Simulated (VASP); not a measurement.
Consider the following.

```
CELL_PARAMETERS angstrom
     -1.68022     1.68022     1.68022
      1.68022    -1.68022     1.68022
      1.68022     1.68022    -1.68022
ATOMIC_POSITIONS crystal
  Li 0.00000 0.00000 0.00000
```

Level of theory: PBE GGA with D3 dispersion (zero damping), VASP's PBE PAW potentials (set 64) (plane waves; VASP 6.6.1). Settings: 520 eV cut-off, 15×15×15 Γ-centred mesh, first-order Methfessel-Paxton smearing of 0.10 eV, potentials Li_sv.

Q: Estimate the energy per atom (σ→0), band gap (on the k-mesh) with the smallest direct gap where there is one.

A: 
- band gap (on the k-mesh): none (metal, semimetal or under 0.01 eV)
- energy per atom (σ→0): -2.005 eV/atom

The absolute energy has meaning only against runs of the same code, potentials and settings.

The compound is Li in the bcc structure. It was relaxed first, which changed the volume by -11 %.
